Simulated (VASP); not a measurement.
# A VASP study of EuAg4Sb2 (PBEsol + U): structure first, properties next, part 5 of 6

How well does PBEsol + U reproduce what experiment finds for EuAg4Sb2? The cell is relaxed first, and properties follow on it. The start is a cell from a database of measured crystal structures.

VASP 6.6.1, plane waves and PAW; the level of theory is named at each step.

Still holding for the runs below: The cell holds one magnetic atom, so no antiferromagnetic order fits into it. Experiment finds antiferromagnetic order in this phase (below 10.5 K, arxiv:2406.18252), so this ferromagnetic run describes another state.

So far. Step 3 (Second relaxation): It ends with a largest force of 0.009 eV/Å and a pressure of 0.01 GPa. The volume moved by under 0.01 %: the run met its threshold at the first step. Step 4 (Density, ELF and potential (PBEsol + U)): In this run the pressure is 0.01 GPa, small enough to go on. The relaxed cell has a = 4.667, c = 24.453 Å (conventional setting).

## (5) Bands along the symmetry lines (PBEsol + U)

This step: PBEsol, DFT+U (Eu f 7 eV), spin-polarised from a ferromagnetic start; plane waves and PAW (Eu, Ag, Sb) (VASP 6.6.1).

Levels along the symmetry lines show where the bands peak and cross; KPOINTS_OPT computes them in the converged potential.

Contents of INCAR:

```
SYSTEM = EuAg4Sb2
PREC = Accurate
ENCUT = 450
EDIFF = 1E-06
NELM = 150
ISMEAR = 1
SIGMA = 0.2
LREAL = .FALSE.
ALGO = Normal
GGA = PS
NBANDS = 58
ISPIN = 2
MAGMOM = 6.756 -0.002 -0.002 -0.006 -0.006 -0.018 -0.018
LDAU = .TRUE.
LDAUTYPE = 2
LDAUL = 3 -1 -1
LDAUU = 7 0 0
LDAUJ = 0 0 0
LDAUPRINT = 1
LASPH = .TRUE.
LMAXMIX = 6
AMIX = 0.2
BMIX = 1E-04
AMIX_MAG = 0.8
BMIX_MAG = 1E-04
LORBIT = 11
LWAVE = .FALSE.
LCHARG = .FALSE.
KPAR = 4
```

Contents of POSCAR:

```
EuAg4Sb2
1.0
    2.3332787464      1.3471191123      8.1510520038
   -2.3332787464      1.3471191123      8.1510520038
    0.0000000000     -2.6942382246      8.1510520038
Eu Ag Sb
1 4 2
Direct
    0.0000000000      0.0000000000      0.0000000000
    0.1430778566      0.1430778566      0.1430778566
    0.8569221434      0.8569221434      0.8569221434
    0.4358117185      0.4358117185      0.4358117185
    0.5641882815      0.5641882815      0.5641882815
    0.2577397176      0.2577397176      0.2577397176
    0.7422602824      0.7422602824      0.7422602824
```

Contents of KPOINTS:

```
Automatic mesh
0
Gamma
6 6 6
0 0 0
```

Contents of KPOINTS_OPT:

```
Line mode
12
Line-mode
Reciprocal
  0.00000000   0.00000000   0.00000000 GAMMA
  0.50000000   0.00000000   0.00000000 L

  0.50000000   0.00000000   0.00000000 L
  0.50000000   0.18487597  -0.18487597 B1

  0.81512403   0.50000000   0.18487597 B
  0.50000000   0.50000000   0.50000000 Z

  0.50000000   0.50000000   0.50000000 Z
  0.00000000   0.00000000   0.00000000 GAMMA

  0.00000000   0.00000000   0.00000000 GAMMA
  0.34243799   0.00000000  -0.34243799 X

  0.65756201   0.34243799   0.00000000 Q
  0.50000000   0.50000000   0.00000000 F

  0.50000000   0.50000000   0.00000000 F
  0.65756201   0.65756201   0.18487597 P1

  0.65756201   0.65756201   0.18487597 P1
  0.50000000   0.50000000   0.50000000 Z

  0.50000000   0.00000000   0.00000000 L
  0.81512403   0.34243799   0.34243799 P
```

Potentials, in the order of the species: Eu, Ag and Sb (PBE family, release 64).

The run is started by

```bash
$ mpirun -np 4 vasp_std
```

What it wrote:

```text
[... set-up lines as in an earlier step ...]
 entering main loop
       N       E                     dE             d eps       ncg     rms          rms(c)
DAV:   1     0.446129530746E+03    0.44613E+03   -0.26350E+04 11246   0.347E+03
DAV:   2     0.197197649066E+02   -0.42641E+03   -0.38640E+03 11424   0.490E+02
DAV:   3    -0.272961208589E+02   -0.47016E+02   -0.45426E+02 10748   0.111E+02
DAV:   4    -0.311373099986E+02   -0.38412E+01   -0.38089E+01 13816   0.235E+01
DAV:   5    -0.314483441744E+02   -0.31103E+00   -0.31065E+00 12296   0.688E+00    0.365E+01
DAV:   6    -0.356208950419E+02   -0.41726E+01   -0.44153E+00 12484   0.539E+01    0.186E+01
DAV:   7    -0.355519166745E+02    0.68978E-01   -0.17311E+00 10614   0.803E+00    0.123E+01
DAV:   8    -0.354764649439E+02    0.75452E-01   -0.43203E-01 12008   0.120E+01    0.107E+01
DAV:   9    -0.354810104380E+02   -0.45455E-02   -0.53803E-02 12456   0.108E+00    0.926E+00
DAV:  10    -0.354741535753E+02    0.68569E-02   -0.39314E-02 11064   0.393E+00    0.529E+00
DAV:  11    -0.354745212253E+02   -0.36765E-03   -0.54032E-02 10784   0.433E+00    0.281E+00
DAV:  12    -0.354696725410E+02    0.48487E-02   -0.16959E-02 11422   0.284E+00    0.367E-01
DAV:  13    -0.354696826356E+02   -0.10095E-04   -0.27869E-03 12152   0.268E-01    0.511E-01
DAV:  14    -0.354696183560E+02    0.64280E-04   -0.19743E-04 13680   0.832E-02    0.290E-01
DAV:  15    -0.354696012228E+02    0.17133E-04   -0.41368E-05 11544   0.460E-02    0.220E-01
DAV:  16    -0.354695971689E+02    0.40539E-05   -0.31031E-05 12006   0.106E-01    0.409E-02
DAV:  17    -0.354695963535E+02    0.81546E-06   -0.90273E-06 11968   0.311E-02
   1 F= -.35469596E+02 E0= -.35469729E+02  d E =0.397989E-03  mag=     7.0484
 Start KPOINTS_OPT (optional k-point list driver)
k-point batch [1-32\108]
       N       E                     dE             ncg
DAV:   1     0.171895777845E+05   -0.26547E+05    11210
DAV:   2     0.324271844007E+04   -0.13947E+05    11150
DAV:   3     0.197605819026E+04   -0.12667E+04    11222
DAV:   4     0.188545914327E+04   -0.90599E+02    14002
DAV:   5     0.187894069659E+04   -0.65184E+01    13486
DAV:   6     0.187816480184E+04   -0.77589E+00    12916
DAV:   7     0.187812092763E+04   -0.43874E-01    12776
DAV:   8     0.187811205309E+04   -0.88745E-02    11616
DAV:   9     0.187811108299E+04   -0.97010E-03    10300
DAV:  10     0.187811089442E+04   -0.18856E-03     7876
DAV:  11     0.187811086645E+04   -0.27972E-04     6000
DAV:  12     0.187811085844E+04   -0.80080E-05     5998
DAV:  13     0.187811085707E+04   -0.13689E-05     5112
DAV:  14     0.187811085672E+04   -0.35464E-06     4744
[...]
k-point batch [97-108\108]
       N       E                     dE             ncg
DAV:   1     0.325696545622E+05   -0.14731E+05     4232
DAV:   2     0.273528682095E+05   -0.52168E+04     4238
DAV:   3     0.268876142801E+05   -0.46525E+03     4232
DAV:   4     0.268564046589E+05   -0.31210E+02     5234
DAV:   5     0.268543188298E+05   -0.20858E+01     4996
DAV:   6     0.268540496786E+05   -0.26915E+00     4888
DAV:   7     0.268540344116E+05   -0.15267E-01     4742
DAV:   8     0.268540311397E+05   -0.32719E-02     4504
DAV:   9     0.268540307726E+05   -0.36713E-03     3712
DAV:  10     0.268540307015E+05   -0.71112E-04     3112
DAV:  11     0.268540306910E+05   -0.10436E-04     2320
DAV:  12     0.268540306883E+05   -0.27410E-05     2448
DAV:  13     0.268540306878E+05   -0.49576E-06     2008
```

Run time: 11 min. Hardware: 4 MPI ranks of Intel Xeon 6975P-C (Granite Rapids), shared host; peak memory 3.6 GiB.

From OUTCAR (step 5):

```text
   k-points           NKPTS =     32   k-points in BZ     NKDIM =     32   number of bands    NBANDS=     58

   NELECT =      71.0000    total number of electrons

atom =   1  type =  1  l = 3

 onsite density matrix

spin component  1

  0.9755  0.0000 -0.0000  0.0017  0.0000 -0.0000  0.0000
  0.0000  0.9717  0.0000  0.0000 -0.0015 -0.0000  0.0000
 -0.0000  0.0000  0.9771  0.0000 -0.0000 -0.0015  0.0000
  0.0017  0.0000  0.0000  0.9747  0.0000 -0.0000 -0.0000
  0.0000 -0.0015 -0.0000  0.0000  0.9771  0.0000 -0.0000
 -0.0000 -0.0000 -0.0015 -0.0000  0.0000  0.9717  0.0000
  0.0000  0.0000  0.0000 -0.0000 -0.0000  0.0000  0.9776

spin component  2

  0.0008 -0.0000 -0.0000 -0.0007  0.0000  0.0000  0.0000
 -0.0000  0.0013 -0.0000 -0.0000  0.0001 -0.0000 -0.0000
 -0.0000 -0.0000  0.0007  0.0000 -0.0000  0.0001 -0.0000
 -0.0007 -0.0000  0.0000  0.0011  0.0000 -0.0000  0.0000
  0.0000  0.0001 -0.0000  0.0000  0.0007 -0.0000 -0.0000
  0.0000 -0.0000  0.0001 -0.0000 -0.0000  0.0013 -0.0000
  0.0000 -0.0000 -0.0000  0.0000 -0.0000 -0.0000  0.0004

 occupancies and eigenvectors

  o =  0.0003  v =  0.0000  0.0000  0.0000  0.0000  0.0000  0.0000  0.0000  0.7635  0.0000  0.0000  0.6458 -0.0000  0.0000  0.0000      0.0000  0.0000  0.0000  0.0000  0.0000  0.0000  0.0000  0.0000  0.0000  0.0000  0.0000  0.0000  0.0000  0.0000
  o =  0.0004  v =  0.0000  0.0000  0.0000  0.0000  0.0000  0.0000  0.0000 -0.0000 -0.0000  0.0000  0.0000  0.0000  0.0000  1.0000      0.0000  0.0000  0.0000  0.0000  0.0000  0.0000  0.0000  0.0000  0.0000  0.0000  0.0000  0.0000  0.0000  0.0000
  o =  0.0007  v =  0.0000  0.0000  0.0000  0.0000  0.0000  0.0000  0.0000  0.0000  0.0000  0.9834 -0.0000 -0.0000 -0.1814 -0.0000      0.0000  0.0000  0.0000  0.0000  0.0000  0.0000  0.0000  0.0000  0.0000  0.0000  0.0000  0.0000  0.0000  0.0000
  o =  0.0007  v =  0.0000  0.0000  0.0000  0.0000  0.0000  0.0000  0.0000  0.0000 -0.1814  0.0000  0.0000  0.9834 -0.0000 -0.0000      0.0000  0.0000  0.0000  0.0000  0.0000  0.0000  0.0000  0.0000  0.0000  0.0000  0.0000  0.0000  0.0000  0.0000
  o =  0.0013  v =  0.0000  0.0000  0.0000  0.0000  0.0000  0.0000  0.0000 -0.0000  0.0000  0.1814  0.0000  0.0000  0.9834 -0.0000      0.0000  0.0000  0.0000  0.0000  0.0000  0.0000  0.0000  0.0000  0.0000  0.0000  0.0000  0.0000  0.0000  0.0000
  o =  0.0013  v =  0.0000  0.0000  0.0000  0.0000  0.0000  0.0000  0.0000  0.0000  0.9834 -0.0000 -0.0000  0.1814 -0.0000 -0.0000      0.0000  0.0000  0.0000  0.0000  0.0000  0.0000  0.0000  0.0000  0.0000  0.0000  0.0000  0.0000  0.0000  0.0000
  o =  0.0017  v =  0.0000  0.0000  0.0000  0.0000  0.0000  0.0000  0.0000 -0.6458  0.0000  0.0000  0.7635  0.0000 -0.0000  0.0000      0.0000  0.0000  0.0000  0.0000  0.0000  0.0000  0.0000  0.0000  0.0000  0.0000  0.0000  0.0000  0.0000  0.0000
  o =  0.9713  v = -0.0000 -0.0000  0.2571  0.0000 -0.0000  0.9664 -0.0000  0.0000  0.0000  0.0000  0.0000  0.0000  0.0000  0.0000      0.0000  0.0000  0.0000  0.0000  0.0000  0.0000  0.0000  0.0000  0.0000  0.0000  0.0000  0.0000  0.0000  0.0000
  o =  0.9713  v = -0.0000  0.9664  0.0000  0.0000  0.2571  0.0000  0.0000  0.0000  0.0000  0.0000  0.0000  0.0000  0.0000  0.0000      0.0000  0.0000  0.0000  0.0000  0.0000  0.0000  0.0000  0.0000  0.0000  0.0000  0.0000  0.0000  0.0000  0.0000
  o =  0.9733  v =  0.6266 -0.0000  0.0000 -0.7794 -0.0000  0.0000 -0.0000  0.0000  0.0000  0.0000  0.0000  0.0000  0.0000  0.0000      0.0000  0.0000  0.0000  0.0000  0.0000  0.0000  0.0000  0.0000  0.0000  0.0000  0.0000  0.0000  0.0000  0.0000
  o =  0.9769  v =  0.7794  0.0000  0.0000  0.6266  0.0000 -0.0000  0.0000  0.0000  0.0000  0.0000  0.0000  0.0000  0.0000  0.0000      0.0000  0.0000  0.0000  0.0000  0.0000  0.0000  0.0000  0.0000  0.0000  0.0000  0.0000  0.0000  0.0000  0.0000
  o =  0.9775  v = -0.0000  0.0000  0.9664 -0.0000 -0.0000 -0.2571 -0.0000  0.0000  0.0000  0.0000  0.0000  0.0000  0.0000  0.0000      0.0000  0.0000  0.0000  0.0000  0.0000  0.0000  0.0000  0.0000  0.0000  0.0000  0.0000  0.0000  0.0000  0.0000
  o =  0.9775  v = -0.0000 -0.2571  0.0000 -0.0000  0.9664 -0.0000  0.0000  0.0000  0.0000  0.0000  0.0000  0.0000  0.0000  0.0000      0.0000  0.0000  0.0000  0.0000  0.0000  0.0000  0.0000  0.0000  0.0000  0.0000  0.0000  0.0000  0.0000  0.0000
  o =  0.9776  v =  0.0000  0.0000  0.0000 -0.0000 -0.0000 -0.0000  1.0000  0.0000  0.0000  0.0000  0.0000  0.0000  0.0000  0.0000      0.0000  0.0000  0.0000  0.0000  0.0000  0.0000  0.0000  0.0000  0.0000  0.0000  0.0000  0.0000  0.0000  0.0000

 E-fermi :   7.2961

 spin component 1
 k-point     1 :       0.0000    0.0000    0.0000
  band No.  band energies     occupation
    ...
     33       5.6298      1.00000
     34       5.6573      1.00000
     35       6.6368      1.00002
     36       6.6368      1.00002
     37       6.7940      1.00110
     38       7.4919     -0.02277
     39       8.0248     -0.00000
     40       8.0248     -0.00000
     41       8.5087     -0.00000
     42       8.5922     -0.00000
    ...

 k-point     2 :       0.1667    0.0000    0.0000
  band No.  band energies     occupation
    ...
     35       5.7374      1.00000
     36       6.1843      1.00000
     37       6.4425      1.00000
     38       7.1484      0.97263
     39       7.2125      0.82193
     40       8.2854     -0.00000
     41       8.4513     -0.00000
     42       8.8293     -0.00000
     43       9.8997     -0.00000
     44      10.0329     -0.00000
    ...

  Total       -0.0147644     -0.0147644      0.0071154      0.0000000     -0.0000000      0.0000000
  in kB       -0.1538822     -0.1538822      0.0741601      0.0000000     -0.0000000      0.0000000
  external PRESSURE =      -0.0778681 kB  Pullay stress =       0.0000000 kB

 POSITION                                       TOTAL-FORCE (eV/Angst)
 -----------------------------------------------------------------------------------
      0.00000      0.00000      0.00000         0.000000     -0.000000     -0.000000
      0.00000      0.00000      3.49871         0.000000      0.000000     -0.008698
      0.00000      0.00000     20.95445         0.000000     -0.000000      0.008698
      0.00000      0.00000     10.65697         0.000000      0.000000      0.007755
      0.00000      0.00000     13.79618         0.000000      0.000000     -0.007755
      0.00000      0.00000      6.30255         0.000000     -0.000000     -0.000632
      0.00000      0.00000     18.15061         0.000000      0.000000      0.000632
 -----------------------------------------------------------------------------------
    total drift:                                0.000000      0.000000     -0.000000

  FREE ENERGIE OF THE ION-ELECTRON SYSTEM (eV)
  ---------------------------------------------------
  free  energy   TOTEN  =       -35.4695963535 eV

  energy  without entropy=      -35.4699943424  energy(sigma->0) =      -35.46972902

 magnetization (x)
# of ion       s       p       d       f       tot
--------------------------------------------------
    1       -0.012  -0.103   0.059   6.812   6.756
    2        0.000  -0.000  -0.003   0.000  -0.003
    3        0.000  -0.000  -0.003   0.000  -0.003
    4       -0.004   0.000  -0.002   0.000  -0.006
    5       -0.004   0.000  -0.002   0.000  -0.006
    6       -0.005  -0.014   0.001   0.000  -0.018
    7       -0.005  -0.014   0.001   0.000  -0.018
--------------------------------------------------
tot         -0.029  -0.131   0.052   6.812   6.704

[... 8 parts as in an earlier step ...]

[... 13 further parts left out ...]
```

Spin-orbit coupling is off here; with elements this heavy it splits and shifts levels by tenths of an eV or more.

Numbers from this step:

| Item | Value |
| --- | --- |
| SCF cycles | 17 |
| bands | 58 |
| pressure | -0.007787 GPa |

Spin up. Electronic bands along the path, in eV, zero at the Fermi level; # counts the bands kept, so #1 is VASP's band 7:

```
          point    #30    #31    #32    #33    #34   #35   #36   #37
              Γ  -0.66  -0.50   0.20   0.73   0.73  1.21  1.30  2.00
0.45 of the way  -1.45  -1.14  -0.54  -0.29   0.86  1.27  1.76  2.73
              L  -1.65  -1.64  -1.61  -0.50   0.82  1.61  2.05  2.55
0.45 of the way  -1.64  -1.63  -1.61  -1.32   1.05  1.82  2.53  2.68
             B1  -1.65  -1.64  -1.38  -1.37  -0.03  1.68  2.65  3.11
      jump to B  -1.65  -1.64  -1.38  -1.37  -0.03  1.68  2.65  3.11
0.45 of the way  -1.59  -1.58  -1.31  -1.04   0.63  1.62  2.25  2.50
              Z  -0.61  -0.61   0.53   0.63   0.63  1.11  1.98  1.98
0.45 of the way  -0.63  -0.63   0.42   0.67   0.67  1.08  2.02  2.02
              Γ  -0.66  -0.50   0.20   0.73   0.73  1.21  1.30  2.00
0.55 of the way  -1.63  -1.52  -1.48  -0.78   1.20  2.09  2.29  2.54
              X  -1.65  -1.63  -1.48  -1.31   0.00  1.80  2.57  3.09
      jump to Q  -1.65  -1.63  -1.48  -1.31   0.00  1.80  2.57  3.09
0.45 of the way  -1.63  -1.60  -1.54  -1.16  -0.41  1.82  2.07  2.64
              F  -1.64  -1.51  -1.27  -0.99  -0.67  1.21  1.22  3.49
0.45 of the way  -1.64  -1.53  -1.32  -0.96  -0.57  1.23  1.25  3.38
             P1  -1.64  -1.58  -1.42  -0.86  -0.29  1.26  1.37  3.11
0.45 of the way  -1.59  -1.33  -1.08  -0.67   0.49  1.30  1.82  2.96
              Z  -0.61  -0.61   0.53   0.63   0.63  1.11  1.98  1.98
      jump to L  -1.65  -1.64  -1.61  -0.50   0.82  1.61  2.05  2.55
0.45 of the way  -1.65  -1.64  -1.59  -0.60   0.58  1.46  1.63  2.85
              P  -1.64  -1.58  -1.42  -0.86  -0.29  1.26  1.37  3.11
```

Of the projections kept (Eu, Ag, Sb), the largest for each band there; the rest of the weight can lie on other orbitals:

```
point      #30      #31      #32      #33      #34      #35      #36      #37
    Γ  Sb 0.40  Eu 0.36  Sb 0.54  Sb 0.50  Sb 0.50  Eu 0.48  Ag 0.57  Eu 0.56
    L  Eu 1.00  Eu 1.00  Eu 0.98  Ag 0.46  Ag 0.47  Ag 0.83  Ag 0.52  Ag 0.49
   B1  Eu 1.00  Eu 1.00  Eu 0.59  Eu 0.49  Ag 0.69  Ag 0.49  Ag 0.44  Eu 0.65
    B  Eu 1.00  Eu 1.00  Eu 0.59  Eu 0.49  Ag 0.69  Ag 0.49  Ag 0.44  Eu 0.65
    Z  Ag 0.40  Ag 0.40  Ag 0.57  Sb 0.51  Sb 0.51  Ag 0.59  Eu 0.58  Eu 0.58
    Γ  Sb 0.40  Eu 0.36  Sb 0.54  Sb 0.50  Sb 0.50  Eu 0.48  Ag 0.57  Eu 0.56
```

Spin down. The electronic bands at the labelled points (eV, zero at the Fermi level; # counts the bands kept, so #1 is VASP's band 7):

```
          point    #23    #24    #25    #26    #27   #28   #29   #30
              Γ  -0.49  -0.49   0.31   0.60   0.60  1.34  1.55  2.40
0.45 of the way  -1.87  -1.11  -0.65  -0.29   1.07  1.45  1.83  2.91
              L  -2.49  -2.46  -2.26  -0.55   1.09  1.57  2.03  2.77
0.45 of the way  -3.09  -2.49  -1.98  -1.38   1.17  2.12  2.67  2.76
             B1  -2.98  -2.66  -1.50  -1.42   0.11  1.91  2.83  3.57
      jump to B  -2.98  -2.66  -1.50  -1.42   0.11  1.91  2.83  3.57
0.45 of the way  -2.25  -1.66  -1.45  -1.03   0.79  1.78  2.48  2.70
              Z  -0.44  -0.44   0.51   0.51   0.62  1.16  2.41  2.41
0.45 of the way  -0.46  -0.46   0.51   0.55   0.55  1.15  2.31  2.44
              Γ  -0.49  -0.49   0.31   0.60   0.60  1.34  1.55  2.40
0.55 of the way  -2.62  -1.85  -1.67  -0.83   1.44  2.31  2.59  2.66
              X  -3.09  -2.66  -1.60  -1.38   0.14  2.05  2.74  3.53
      jump to Q  -3.09  -2.66  -1.60  -1.38   0.14  2.05  2.74  3.53
0.45 of the way  -3.15  -1.99  -1.67  -1.22  -0.24  1.94  2.22  2.94
              F  -2.25  -2.02  -1.65  -0.88  -0.48  1.27  1.36  3.99
0.45 of the way  -2.26  -2.04  -1.70  -0.87  -0.40  1.31  1.37  3.72
             P1  -2.29  -2.14  -1.80  -0.81  -0.15  1.39  1.44  3.38
0.45 of the way  -1.74  -1.57  -1.16  -0.59   0.62  1.45  1.90  3.22
              Z  -0.44  -0.44   0.51   0.51   0.62  1.16  2.41  2.41
      jump to L  -2.49  -2.46  -2.26  -0.55   1.09  1.57  2.03  2.77
0.45 of the way  -2.44  -2.36  -2.19  -0.63   0.75  1.51  1.71  3.08
              P  -2.29  -2.14  -1.80  -0.81  -0.15  1.39  1.44  3.38
```

Of the projections kept (Eu, Ag, Sb), the largest for each band there; the rest of the weight can lie on other orbitals:

```
point      #23      #24      #25      #26      #27      #28      #29      #30
    Γ  Sb 0.44  Sb 0.44  Sb 0.54  Sb 0.54  Sb 0.54  Ag 0.58  Ag 0.53  Ag 0.51
    L  Ag 0.49  Ag 0.74  Ag 0.46  Ag 0.54  Ag 0.53  Ag 0.85  Ag 0.55  Ag 0.51
   B1  Ag 0.81  Ag 0.77  Ag 0.55  Ag 0.53  Ag 0.72  Ag 0.56  Ag 0.49  Eu 0.51
    B  Ag 0.81  Ag 0.77  Ag 0.55  Ag 0.53  Ag 0.72  Ag 0.56  Ag 0.49  Eu 0.51
    Z  Sb 0.44  Sb 0.44  Sb 0.55  Sb 0.55  Ag 0.59  Ag 0.63  Ag 0.45  Ag 0.45
    Γ  Sb 0.44  Sb 0.44  Sb 0.54  Sb 0.54  Sb 0.54  Ag 0.58  Ag 0.53  Ag 0.51
```

There is no gap at this level.

[end of part 5 of 6]

[Lines on the potential files, build, host, timing and source positions are cut from VASP's logs without a mark.]

[Logs are printed without paths, hosts, clocks, repeated set-up lines and the standing remarks that a program may print on its own settings, such as how far it seeks lower states.]

[Hosts, paths, dates, database ids (printed as entryN), source tags and the programs' standing remarks are cut or masked in the printed files.]

[A measured line is paired with the nearest computed mode of its activity, which favours agreement.]
